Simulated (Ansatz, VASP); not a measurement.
**Si in two plane-wave programs**

Aim: how closely do two programs agree when they are given the same cell, functional and k mesh? The structure shown is frame 146 of Ansatz's trajectory.

Program: Ansatz 0.2.0. Level of theory: plane waves, with VASP 6.6.1 beside it; single point at PBE. Results are calculated unless marked as measured.

## 1. Set-up

The cell holds 60 atoms: 60 Si. Cell: a = 10.763 Å, b = 10.763 Å, c = 10.763 Å, α = 90.0°, β = 90.0°, γ = 90.0°. As first built, before any earlier steps moved the atoms (in the runner's words): 60 atoms (60 Si) placed at random at 2.24 g/cm^3, melted at 2500 K for 10 ps at fixed volume with the EDIP (Justo, Bazant, Kaxiras, Bulatov and Yip, Phys. Rev. B 58, 2539 (1998)). Quenched from 2500 K to 300 K at 5 K/ps and fixed volume, held 5 ps.

## 2. Ansatz: dynamics, PBE

Ansatz runs on its default PAW (the set named soft_2) files.

One frame of this run of dynamics is then solved in both programs, so the motion causes no difference.

Contents of input.yaml:

```yaml
crystal:
  lattice:
    - [10.7634, 0.0, 0.0]
    - [0.0, 10.7634, 0.0]
    - [0.0, 0.0, 10.7634]
  atoms:
    - { symbol: Si, position: [0.6728, 0.73131, 0.4462] }
    - { symbol: Si, position: [0.51624, 0.85262, 0.58006] }
    - { symbol: Si, position: [0.21178, 0.7226, 0.76058] }
    - { symbol: Si, position: [0.89777, 0.45429, 0.65401] }
    - { symbol: Si, position: [0.31575, 0.0239, 0.8878] }
    - { symbol: Si, position: [0.35589, 0.34787, 0.1422] }
    - { symbol: Si, position: [0.01484, 0.75723, 0.86808] }
    - { symbol: Si, position: [0.85087, 0.28413, 0.98831] }
    - { symbol: Si, position: [0.03326, 0.21005, 0.31534] }
    - { symbol: Si, position: [0.69378, 0.16824, 0.4433] }
    - { symbol: Si, position: [0.6699, 0.78185, 0.22094] }
    - { symbol: Si, position: [0.39561, 0.72252, 0.89783] }
    - { symbol: Si, position: [0.50676, 0.29121, 0.98807] }
    - { symbol: Si, position: [0.23852, 0.51797, 0.7076] }
    - { symbol: Si, position: [0.37226, 0.2249, 0.83003] }
    - { symbol: Si, position: [0.12659, 0.23871, 0.51584] }
    - { symbol: Si, position: [0.17964, 0.41749, 0.04798] }
    - { symbol: Si, position: [0.9308, 0.53666, 0.23958] }
    - { symbol: Si, position: [0.63638, 0.57201, 0.14901] }
    - { symbol: Si, position: [0.27274, 0.6216, 0.05887] }
    - { symbol: Si, position: [0.79364, 0.06356, 0.00261] }
    - { symbol: Si, position: [0.39855, 0.4936, 0.55673] }
    - { symbol: Si, position: [0.58036, 0.42023, 0.64965] }
    - { symbol: Si, position: [0.85627, 0.99012, 0.57758] }
    - { symbol: Si, position: [0.47995, 0.9197, 0.99005] }
    - { symbol: Si, position: [0.65195, 0.96364, 0.84417] }
    - { symbol: Si, position: [0.02843, 0.76959, 0.40837] }
    - { symbol: Si, position: [0.33924, 0.28594, 0.48797] }
    - { symbol: Si, position: [0.95317, 0.76407, 0.20147] }
    - { symbol: Si, position: [0.15175, 0.01118, 0.03626] }
    - { symbol: Si, position: [0.73277, 0.53305, 0.349] }
    - { symbol: Si, position: [0.66925, 0.55389, 0.78996] }
    - { symbol: Si, position: [0.67734, 0.42649, 0.97237] }
    - { symbol: Si, position: [0.99732, 0.08583, 0.72801] }
    - { symbol: Si, position: [0.33097, 0.61868, 0.38891] }
    - { symbol: Si, position: [0.17254, 0.03246, 0.59892] }
    - { symbol: Si, position: [0.11256, 0.578, 0.37563] }
    - { symbol: Si, position: [0.19539, 0.91896, 0.41695] }
    - { symbol: Si, position: [0.64407, 0.043, 0.63089] }
    - { symbol: Si, position: [0.99285, 0.35392, 0.14694] }
    - { symbol: Si, position: [0.35556, 0.19117, 0.29562] }
    - { symbol: Si, position: [0.54559, 0.08942, 0.28118] }
    - { symbol: Si, position: [0.18408, 0.06436, 0.2507] }
    - { symbol: Si, position: [0.48313, 0.88889, 0.21883] }
    - { symbol: Si, position: [0.38532, 0.81652, 0.40934] }
    - { symbol: Si, position: [0.08549, 0.45672, 0.55095] }
    - { symbol: Si, position: [0.41858, 0.54831, 0.20926] }
    - { symbol: Si, position: [0.4894, 0.21174, 0.63984] }
    - { symbol: Si, position: [0.86248, 0.6542, 0.73412] }
    - { symbol: Si, position: [0.96465, 0.30171, 0.79772] }
    - { symbol: Si, position: [0.5774, 0.75761, 0.77892] }
    - { symbol: Si, position: [0.33384, 0.90696, 0.69645] }
    - { symbol: Si, position: [0.85551, 0.78119, 0.54811] }
    - { symbol: Si, position: [0.1895, 0.34667, 0.84133] }
    - { symbol: Si, position: [0.11152, 0.78714, 0.06393] }
    - { symbol: Si, position: [0.82423, 0.94203, 0.18954] }
    - { symbol: Si, position: [0.58093, 0.10656, 0.07142] }
    - { symbol: Si, position: [0.87542, 0.06768, 0.36109] }
    - { symbol: Si, position: [0.97728, 0.97669, 0.90199] }
    - { symbol: Si, position: [0.7424, 0.37996, 0.50348] }
kpoints:
  mp_grid: { grid: [1, 1, 1] }
hamiltonian:
  xc: pbe
scf:
  occupations: { method: gaussian, width: 0.05 }
output:
  forces: true
md:
  timestep: 2.0
  n_steps: 438
  ensemble: nvt_langevin
  temperature: 600
  initial_velocities: maxwell_boltzmann
  seed: 824
```

Command:

```console
$ ansatz run input.yaml --threads 4 --pin off --max-ram 8192MiB --backend cpu --events-out ev --progress --plain --runs-dir out
```

Numbers of over 12 decimals in the logs are rounded to 6 here.

What it wrote:

```text
Warning: md: disabling space-group detection — thermal motion breaks the input geometry's symmetry, so no spatial operation reduces the k-mesh or symmetrises the density; time reversal is kept, so that k and −k are solved as one point where they differ and the mesh holds both, and exact exchange and, on two spinor components, a DFT+U term hold to it where the run has them: on two components no moment then forms, and  [...]
Engine: ansatz 0.2.0, aarch64-unknown-linux-gnu
Pseudopotentials: kind: paw
Pseudopotential: Si, paw, valence charge 4, recommended cutoff 420 eV (normal), Si.paw.azcp
Functional definition: PBE
  parameter kappa = 0.804
  parameter beta = 0.066725
  exchange = pbe_x(kappa = kappa, mu = beta*pi^2/3)
  correlation = pbe_c(beta = beta)
Crystal: 60 atoms, lattice volume = 1246.948 Å³
Basis set: ecut = 420 eV, 24303 PW (Γ), exchange–correlation on 144×144×144 points (8 copies of the dense FFT grid, shifted against one another)
Bands: 180, of which v1, the nominal top of the filled ones, is band 120 counted from 1 (119 counted from 0)
Symmetry: 1 space group operations
k-points: 1
Non-local potential: Si, projectors of the file, l = 0: 2, l = 1: 2, l = 2: 2
PAW form: soft (Blöchl's): semilocal exchange-correlation on the pseudo side does not see the compensation charge
PAW one-centre angular grid: Si, 110 points (default); XC on 64 Gauss nodes
Initial density: superposition of atomic densities (neutral atoms: chi_scale 0, normalization atom), corrected by the library's trained network
Initial wavefunctions: pseudopotential atomic-orbital guess
Functional: x = pbe(κ = 0.804, μ = 0.219515), c = pbe(β = 0.066725)
SCF iter   1: F=—  HF=-38127.815357 eV  |F-HF|=—  |Δ(HF+E_count)|=         —  Δρ=4.54e-3  dr2=6.56e-1  ethr=1.77e-3  ⟨swp⟩=6.0  Hψ=834  notcnv=0  defer=26
preconditioner: auto → Resta (q_TF=auto, 2.073 Å⁻¹)  ε∞=5.8  [insulator: Δε(μ)=0.215 eV  Ē_g=7.417 eV  σ=0.050 eV  W_gap=1.00  n_scr=178 (ndim 8)  ℏωp=16.3 eV  f_vac=0.002  D(μ)=0.45/eV (n_scr^D=0)  ε∞_Penn≈5.8]
SCF iter   2: F=—  HF=-38127.718875 eV  |F-HF|=—  |Δ(HF+E_count)|=   9.65e-2  Δρ=2.42e-3  dr2=1.21e-1  ethr=2.73e-4  ⟨swp⟩=1.0  Hψ=207  notcnv=0  defer=39
SCF iter   3: F=—  HF=-38127.706197 eV  |F-HF|=—  |Δ(HF+E_count)|=   1.27e-2  Δρ=1.06e-3  dr2=4.65e-2  ethr=5.02e-5  ⟨swp⟩=2.0  Hψ=187  notcnv=0  defer=40
SCF iter   4: F=—  HF=-38127.704648 eV  |F-HF|=—  |Δ(HF+E_count)|=   1.55e-3  Δρ=3.65e-4  dr2=6.60e-3  ethr=1.94e-5  ⟨swp⟩=2.0  Hψ=166  notcnv=0  defer=40
SCF iter   5: F=—  HF=-38127.705169 eV  |F-HF|=—  |Δ(HF+E_count)|=   5.21e-4  Δρ=1.53e-4  dr2=1.01e-3  ethr=2.75e-6  ⟨swp⟩=2.0  Hψ=171  notcnv=0  defer=40
SCF iter   6: F=—  HF=-38127.705461 eV  |F-HF|=—  |Δ(HF+E_count)|=   2.93e-4  Δρ=6.81e-5  dr2=2.24e-4  ethr=4.23e-7  ⟨swp⟩=2.0  Hψ=188  notcnv=0  defer=40
SCF iter   7: F=—  HF=-38127.705607 eV  |F-HF|=—  |Δ(HF+E_count)|=   1.46e-4  Δρ=3.46e-5  dr2=1.07e-4  ethr=9.32e-8  ⟨swp⟩=2.0  Hψ=204  notcnv=0  defer=40
SCF iter   8: F=—  HF=-38127.705626 eV  |F-HF|=—  |Δ(HF+E_count)|=   1.91e-5  Δρ=1.25e-5  dr2=6.66e-6  ethr=4.46e-8  ⟨swp⟩=2.0  Hψ=169  notcnv=0  defer=40
SCF iter   9: F=—  HF=-38127.706156 eV  |F-HF|=—  |Δ(HF+E_count)|=   5.30e-4  Δρ=6.22e-6  dr2=1.27e-6  ethr=2.78e-9  ⟨swp⟩=2.0  Hψ=300  notcnv=0  defer=50
SCF iter  10: F=—  HF=-38127.706157 eV  |F-HF|=—  |Δ(HF+E_count)|=   9.85e-7  Δρ=1.96e-6  dr2=2.10e-7  ethr=5.27e-10  ⟨swp⟩=2.0  Hψ=244  notcnv=0  defer=50
SCF iter  11: F=-38127.706157 eV  HF=-38127.706157 eV  |F-HF|=2.26e-8  |Δ(HF+E_count)|=   1.24e-7  Δρ=8.92e-7  dr2=5.10e-8  ethr=2.50e-11  ⟨swp⟩=4.0  Hψ=539  notcnv=0
SCF 1 converged in 11 iterations: F = -38127.706157 eV  dr2 = 5.10e-8
  greatest PAW one-centre occupation: 0.674 electrons in one spin orbital (limit 2), on the Si atom at site 25 (counted from 0), in its partial waves of l = 0
md step     0: t =     0.00 fs  T =   590.0 K  F+E_penalty+E_count = -38127.70615742 eV  E_kin = 4.575804 eV  (11 SCF iters)
[...]
md step   434: t =   868.00 fs  T =   554.9 K  F+E_penalty+E_count = -38127.46073007 eV  E_kin = 4.303802 eV  (5 SCF iters)
[...]
md step   435: t =   870.00 fs  T =   536.3 K  F+E_penalty+E_count = -38127.42837667 eV  E_kin = 4.159037 eV  (5 SCF iters)
[...]
md step   436: t =   872.00 fs  T =   535.6 K  F+E_penalty+E_count = -38127.38773021 eV  E_kin = 4.153949 eV  (5 SCF iters)
[...]
md step   437: t =   874.00 fs  T =   518.0 K  F+E_penalty+E_count = -38127.33007928 eV  E_kin = 4.017472 eV  (6 SCF iters)
[...]
md step   438: t =   876.00 fs  T =   482.9 K  F+E_penalty+E_count = -38127.28402390 eV  E_kin = 3.744873 eV  (8 SCF iters)
NSCF: frozen V_eff on 1 k-points
the band table was solved once a step of the walk had ended and its energy, with any forces and stress, was formed, with the checks that follow a solve (726 applications of the Hamiltonian). They found nothing against the state; the energy, forces and stress were not computed again (output.eigenvalues in the input reference)
SCF converged after 8 iterations
Free energy (F): -38127.284024 eV
Harris-Foulkes:  -38127.284024 eV  (|F-HF|=4.63e-9)
Internal energy: -38127.284024 eV  (E = F + TS)
E sigma→0 (E₀):  -38127.284024 eV
Fermi energy:    6.039011 eV
--- Per-component energies (eV) ---
  E_band       = 209.661624
  E_kinetic    = 2407.704846
  E_local      = -2179.804761  (includes V_loc(G=0)·N_el)
  E_nonlocal   = 1555.957933
  E_hartree    = 680.935307
  E_xc         = -3303.435804
  E_vxc        = -2793.508619  (∫ρ·V_xc dr)
  E_paw        = -30760.543218  (= ΣΔE_a)
  E_vpaw       = -142.558714  (= ΣTr[D̂ρ^β])
  E_aug_tail   = 0.000378  (compensation charges beyond the density's cutoff)
  E_ewald      = -6528.098705
  E_smearing   = -0.000000  (= −TS)
  E_closure    = -0.000000  (closes the sum)
  Σ components = -38127.284024   (vs F -38127.284024, Δ=0.00e0)
--- Forces (eV/Å), atoms counted from 1 ---
  atom   1  Si    -1.08460936     0.14517655     0.40504351
  atom   2  Si     1.65264469    -0.79348665     0.70037667
  atom   3  Si     2.11290093    -0.54003092    -1.10813047
  atom   4  Si     0.70507509     0.21506151     0.34012113
  atom   5  Si     0.34126512     0.76864402     1.08949584
  atom   6  Si     0.46377072    -0.59628597    -0.75407416
  atom   7  Si    -0.92982752    -1.37817494    -0.39001973
  atom   8  Si     0.75797189     0.33956443     0.57860041
  atom   9  Si    -0.74545800    -0.77916849     0.79628393
  atom  10  Si     0.45205429    -0.12450685     0.11513171
  atom  11  Si     0.06987125     0.12957237     0.30822831
  atom  12  Si    -1.78714839     0.46967500     0.87328828
  atom  13  Si    -0.15723287     0.98742670     0.39633812
  atom  14  Si    -0.49203806    -0.11855517     1.51157413
  atom  15  Si    -0.21998120    -0.48491593    -0.19685641
  atom  16  Si    -1.05909536    -0.20401280    -0.60475715
  atom  17  Si    -0.52807905    -0.73189928     2.67765892
  atom  18  Si     1.85223693    -0.22092788    -0.62788223
  atom  19  Si    -0.48788481     0.08963869     0.58578039
  atom  20  Si     0.83318390     0.52598895    -0.53878902
  atom  21  Si    -0.28703155    -0.72677539     0.30722981
  atom  22  Si     0.40875720    -0.07423638    -0.56413222
  atom  23  Si     0.47064379     0.33444327    -0.14973682
  atom  24  Si     0.44525948    -0.38926821     0.16104511
[...]
atom  53  Si    -0.55679447    -0.27689412     0.79270581
  atom  54  Si    -0.56561182    -0.16498419    -2.42555643
  atom  55  Si     0.15593487     0.02740420     0.21404327
  atom  56  Si    -0.49774734     0.58678071     0.15119413
  atom  57  Si     1.08967596     0.06831079    -0.16395342
  atom  58  Si    -0.53482679     0.71048553    -0.04855781
  atom  59  Si    -0.11054246     1.76108674    -0.15642670
  atom  60  Si    -0.90177929    -0.92360225     0.61518398
  max |Σ_I F_I| component: 1.93e-5 eV/Å
--- Band table (eV) ---
  k-point 0: bands = [... 116 lower, 5.4050, 5.4727, 5.6367, 5.7933, 6.2847, 6.5569, 6.6682, 6.6907, ... 56 higher]
--- MD trajectory: 438 steps, t = 0.0 → 876.0 fs ---
  final state: T = 482.9 K   F+E_penalty+E_count = -38127.28402390 eV   E_kin = 3.744873 eV
```

Reading the cycles: dr2 is the Hartree energy of the density residual (eV), the measure of convergence; HF is the Harris–Foulkes estimate of the energy, which meets the free energy F at convergence.

## 3. VASP: single point, PBE

The same cell, functional, mesh and smearing now go to VASP, with its own data sets.

Lines of VASP's logs that name or quote its potential files are left out, and so is its time.

Contents of INCAR:

```
SYSTEM = Si
PREC = Accurate
ENCUT = 400
EDIFF = 1E-06
NELM = 120
ISMEAR = 0
SIGMA = 0.05
LREAL = Auto
ALGO = Normal
GGA = PE
NBANDS = 168
LORBIT = 11
LWAVE = .FALSE.
LCHARG = .FALSE.
ISIF = 2
LASPH = .TRUE.
GGA_COMPAT = .FALSE.
EFERMI = MIDGAP
NCORE = 2
```

Contents of POSCAR:

```
Si
1.0
   10.7634000000      0.0000000000      0.0000000000
    0.0000000000     10.7634000000      0.0000000000
    0.0000000000      0.0000000000     10.7634000000
Si
60
Direct
    0.7181931360      0.6999925674      0.4453611312
    0.5567385770      0.8062043592      0.5724770983
    0.2138636490      0.7470687701      0.7715684635
    0.9041380976      0.4342401100      0.6632012189
    0.3248694650      0.0256889087      0.9077336158
    0.3851942695      0.3516546816      0.1263448353
    0.0258096884      0.7613672260      0.8842280320
    0.8839121467      0.2710574725      0.9914803872
    0.0435457198      0.2135106007      0.3117695152
    0.7125908170      0.1418232157      0.4550699593
    0.6743222402      0.7797907724      0.2507571957
    0.3909359496      0.7230336139      0.9004496720
    0.5191946783      0.2932995150      0.9884237323
    0.2395061040      0.5317557649      0.7119962094
    0.3867551146      0.2159633573      0.8331010647
    0.1457439099      0.2588029805      0.5104427969
    0.1969544939      0.4301707639      0.0388538938
    0.9567237118      0.5342456844      0.2613858075
    0.6546165710      0.5703216456      0.1660070238
    0.3025995503      0.6340189903      0.0770574354
    0.8104966832      0.0513406544      0.0160079529
    0.4050021369      0.4825334002      0.5633442964
    0.5985004738      0.3987308843      0.6479643979
    0.8447981121      0.0050448743      0.5574260921
    0.4742925098      0.9455933999      0.0306408756
    0.6387758515      0.8936767193      0.8807904565
    0.0514149804      0.7628630358      0.4408737016
    0.3642250590      0.2688276939      0.4936172585
    0.9879684858      0.7587007823      0.2379917127
    0.1576639352      0.0037162978      0.0508203727
    0.7666629504      0.5113904528      0.3698831224
    0.6694260178      0.5329728524      0.8132002899
    0.6904602635      0.4185759147      0.9972871026
    0.9819945370      0.0839976216      0.7086887043
    0.3489139120      0.6126781500      0.4060705725
    0.1776947805      0.0715944776      0.6233996692
    0.1290205697      0.5596001264      0.3972815281
    0.1796644183      0.9426296523      0.4404927811
    0.5929538993      0.9912667001      0.6681903488
    0.0112975454      0.3528717691      0.1426779642
    0.3801958489      0.1915565713      0.2917479607
    0.5848709516      0.1107456752      0.2865823067
    0.2025382314      0.0762398499      0.2731571808
    0.4862311166      0.9062749689      0.2510173365
    0.3839028560      0.8185703402      0.4353085456
    0.0935206347      0.4505732389      0.5722541204
    0.4466339632      0.5419477117      0.2225040415
    0.4987829125      0.1927736589      0.6490885780
    0.8739245963      0.6300704238      0.7479049371
    0.0043480685      0.2781927644      0.8000724678
    0.5554657450      0.7134455655      0.7828752996
    0.3472322872      0.9152684096      0.7369325678
    0.8811992493      0.7810357322      0.5690302321
    0.2139844287      0.3663712210      0.8328873776
    0.1420183213      0.7792240370      0.0829663489
    0.8476596614      0.9399910809      0.1893825371
    0.6012040805      0.1171841611      0.0815448650
    0.8857610049      0.0651652823      0.3550550941
    0.9866120371      0.9852834606      0.9059962465
    0.7577159634      0.3596447219      0.5112232194
```

Contents of KPOINTS:

```
Automatic mesh
0
Gamma
1 1 1
0 0 0
```

Potentials, in the order of the species: Si (PBE family, release 64).

Command:

```console
$ mpirun -np 8 vasp_gam
```

What it wrote:

```text
[banner, memory and clock lines left out]
running    8 mpi-ranks, on    1 nodes
[...]
LDA part: xc-table for (Slater+PW92), standard interpolation
 POSCAR, INCAR and KPOINTS ok, starting setup
[...]
entering main loop
       N       E                     dE             d eps       ncg     rms          rms(c)
DAV:   1     0.102260018364E+04    0.10226E+04   -0.88896E+04   336   0.102E+03
DAV:   2    -0.183886811387E+03   -0.12065E+04   -0.11173E+04   432   0.191E+02
DAV:   3    -0.307089693025E+03   -0.12320E+03   -0.11979E+03   432   0.547E+01
DAV:   4    -0.310972522045E+03   -0.38828E+01   -0.38460E+01   416   0.117E+01
[...]
DAV:  15    -0.303661711964E+03   -0.13593E-04   -0.20020E-05   360   0.782E-03    0.582E-03
DAV:  16    -0.303661715812E+03   -0.38481E-05   -0.45823E-06   344   0.387E-03    0.259E-03
DAV:  17    -0.303661716715E+03   -0.90251E-06   -0.62999E-07   264   0.162E-03
   1 F= -.30366172E+03 E0= -.30366172E+03  d E =-.535365E-07
```

Parts of OUTCAR (step 3):

```text
  Total       14.5714224     -7.6942142     16.0287213     -5.7514364      3.8068864    -12.0054614
  in kB       18.7225108     -9.8861323     20.5949631     -7.3898983      4.8913873    -15.4255621
  external PRESSURE =       9.8104472 kB  Pullay stress =       0.0000000 kB

 POSITION                                       TOTAL-FORCE (eV/Angst)
 -----------------------------------------------------------------------------------
      7.73020      7.53430      4.79360        -0.207914      1.332744      1.183299
      5.99240      8.67750      6.16180        -0.492927     -1.567489     -0.434632
      2.30190      8.04100      8.30470        -0.050513     -0.471799     -0.274042
      9.73160      4.67390      7.13830         0.678839     -0.731594     -0.075322
      3.49670      0.27650      9.77030        -0.954492      0.847842      1.484902
      4.14600      3.78500      1.35990        -1.680510      0.460959      2.696784
      0.27780      8.19490      9.51730         0.059680      0.260399      0.385586
      9.51390      2.91750     10.67170        -0.849372      0.098772     -0.419652
      0.46870      2.29810      3.35570         0.240526     -0.042039      0.840447
      7.66990      1.52650      4.89810        -0.449531      1.387790      0.202273
      7.25800      8.39320      2.69900         0.461296      1.419377     -1.161514
      4.20780      7.78230      9.69190        -1.231592      0.264886      0.767833
      5.58830      3.15690     10.63880         0.906548     -0.757397     -1.081210
      2.57790      5.72350      7.66350         0.818438      0.821642     -1.416841
[...]
-----------------------------------------------------------------------------------
    total drift:                                0.001551      0.012194     -0.012508

  FREE ENERGIE OF THE ION-ELECTRON SYSTEM (eV)
  ---------------------------------------------------
  free  energy   TOTEN  =      -303.6617167146 eV

  energy  without entropy=     -303.6617166611  energy(sigma->0) =     -303.66171669

[... 3 further parts left out ...]
[key lines of the parts left out:]
E-fermi :   5.6565
```

The run ends at a pressure of 0.98 GPa, with forces up to 3.2 eV/Å.

## 4. Comparison

Known differences besides the potentials themselves: the cutoff is 420 eV in Ansatz and 400 eV in VASP (PREC = Accurate, projectors in real space). Total energies have different zeros and are not compared.

Forces on 10 of the 60 atoms, those with the largest forces and the largest differences (eV/Å; atoms numbered as in POSCAR):

| atom | Ansatz x, y, z | VASP x, y, z |
| --- | --- | --- |
| Si5 | -0.957, 0.850, 1.486 | -0.954, 0.848, 1.485 |
| Si6 | -1.684, 0.461, 2.700 | -1.681, 0.461, 2.697 |
| Si11 | 0.462, 1.421, -1.165 | 0.461, 1.419, -1.162 |
| Si14 | 0.821, 0.826, -1.415 | 0.818, 0.822, -1.417 |
| Si31 | 0.032, 0.157, -1.966 | 0.033, 0.157, -1.960 |
| Si36 | 0.502, -0.375, -0.295 | 0.496, -0.374, -0.302 |
| Si43 | -0.468, -0.672, -1.694 | -0.465, -0.668, -1.690 |
| Si52 | -0.076, -0.169, -1.595 | -0.084, -0.169, -1.585 |
| Si56 | -0.494, -2.589, 1.098 | -0.495, -2.585, 1.100 |
| Si60 | 0.062, -1.343, 0.927 | 0.060, -1.333, 0.925 |

The forces differ by 3.3 meV/Å r.m.s., which is 0.4 % of the r.m.s. force of 0.785 eV/Å (both taken over all components).

## 5. Outcome

* r.m.s. force difference (single point, PBE): 0.43 % of the r.m.s. force

What this shows: The r.m.s. force difference is 0.43 % of the r.m.s. force (single point, PBE), within the 3 % picked in this series as the mark of a large difference. 2 further runs of this series are not shown here. How closely two codes agree says nothing of how well the functional describes the real material.

[Lines on the potential files, build, host, timing and source positions are cut from VASP's logs without a mark.]

[Logs are printed without paths, hosts, clocks, repeated set-up lines and the standing remarks that a program may print on its own settings, such as how far it seeks lower states.]

[Hosts, paths, dates, database ids (printed as entryN), source tags and the programs' standing remarks are cut or masked in the printed files.]
